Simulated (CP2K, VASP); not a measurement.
VASP ran on this input.

### INCAR
```
# general
SYSTEM  =  SiO2
PREC    =  Accurate
ENCUT   =  400
LREAL   =  .False.
LASPH   =  .True.

# electronic loop
EDIFF   =  1E-6
NELM    =  100
ALGO    =  Normal

# smearing
ISMEAR  =  -1
SIGMA   =  0.05

# functional
GGA     =  PE

# ions
ISIF    =  2

# output
LWAVE   =  .False.
LCHARG  =  .False.
```

KPOINTS:
```
Automatic mesh
0
Gamma
5 5 8
0 0 0
```

POSCAR:
```
SiO2
1
    4.1377740000     0.0000000000     0.0000000000
    0.0000000000     4.1377740000     0.0000000000
    0.0000000000     0.0000000000     2.6430280000
Si O
2 4
Direct
  0.0000000000   0.0000000000   0.0000000000
  0.5000000000   0.5000000000   0.5000000000
  0.3060000000   0.3060000000   0.0000000000
  0.8060000000   0.1940000000   0.5000000000
  0.1940000000   0.8060000000   0.5000000000
  0.6940000000   0.6940000000   0.0000000000
```

POTCAR, in this order: Si O (PBE.64 set). Program: vasp_std.

Q: Translate it to CP2K.

A: One input that does it (PBE, GPW, DZVP-MOLOPT-SR-GTH basis, GTH-PBE potentials (GTH_POTENTIALS)):
```
&GLOBAL
  PROJECT sio2
  RUN_TYPE ENERGY_FORCE
  PRINT_LEVEL LOW
&END GLOBAL
&FORCE_EVAL
  METHOD Quickstep
  STRESS_TENSOR ANALYTICAL
  &DFT
    BASIS_SET_FILE_NAME BASIS_MOLOPT
    POTENTIAL_FILE_NAME GTH_POTENTIALS
    &QS
      METHOD GPW
      EPS_DEFAULT 1E-10
    &END QS
    &MGRID
      CUTOFF 450
      REL_CUTOFF 50
      NGRIDS 4
    &END MGRID
    &SCF
      SCF_GUESS ATOMIC
      EPS_SCF 1E-7
      MAX_SCF 100
      ADDED_MOS 6
      &DIAGONALIZATION
        ALGORITHM STANDARD
      &END DIAGONALIZATION
      &MIXING
        METHOD BROYDEN_MIXING
        ALPHA 0.4
        NBUFFER 12
        BETA 1
      &END MIXING
      &SMEAR ON
        METHOD FERMI_DIRAC
        ELECTRONIC_TEMPERATURE [K] 580.23
      &END SMEAR
    &END SCF
    &KPOINTS
      SCHEME MONKHORST-PACK 5 5 8
      GAMMA_CENTERED T
    &END KPOINTS
    &XC
      &XC_FUNCTIONAL PBE
      &END XC_FUNCTIONAL
    &END XC
    &PRINT
      &MO
        EIGENVALUES T
        OCCUPATION_NUMBERS T
        NDIGITS 8
        FILENAME mo
        &EACH
          QS_SCF 0
        &END EACH
        ADD_LAST NUMERIC
      &END MO
      &MULLIKEN OFF
      &END MULLIKEN
    &END PRINT
  &END DFT
  &SUBSYS
    &CELL
      A 4.13777400 0.00000000 0.00000000
      B 0.00000000 4.13777400 0.00000000
      C 0.00000000 0.00000000 2.64302800
      PERIODIC XYZ
    &END CELL
    &COORD
      SCALED
      Si       0.00000000     0.00000000     0.00000000
      Si       0.50000000     0.50000000     0.50000000
      O        0.30600000     0.30600000     0.00000000
      O        0.80600000     0.19400000     0.50000000
      O        0.19400000     0.80600000     0.50000000
      O        0.69400000     0.69400000     0.00000000
    &END COORD
    &KIND Si
      BASIS_SET DZVP-MOLOPT-SR-GTH-q4
      POTENTIAL GTH-PBE-q4
    &END KIND
    &KIND O
      BASIS_SET DZVP-MOLOPT-SR-GTH-q6
      POTENTIAL GTH-PBE-q6
    &END KIND
  &END SUBSYS
  &PRINT
    &FORCES ON
    &END FORCES
    &STRESS_TENSOR ON
    &END STRESS_TENSOR
  &END PRINT
&END FORCE_EVAL
```
Both are inputs of real runs that ended normally. What can't carry over is the choice of potentials or basis and its cut-off, and each code's defaults.

The structure is a typed SiO2 crystal (P4_2/mnm). The cell was not relaxed at this level, and its volume differs by -5.9 % from the start's.
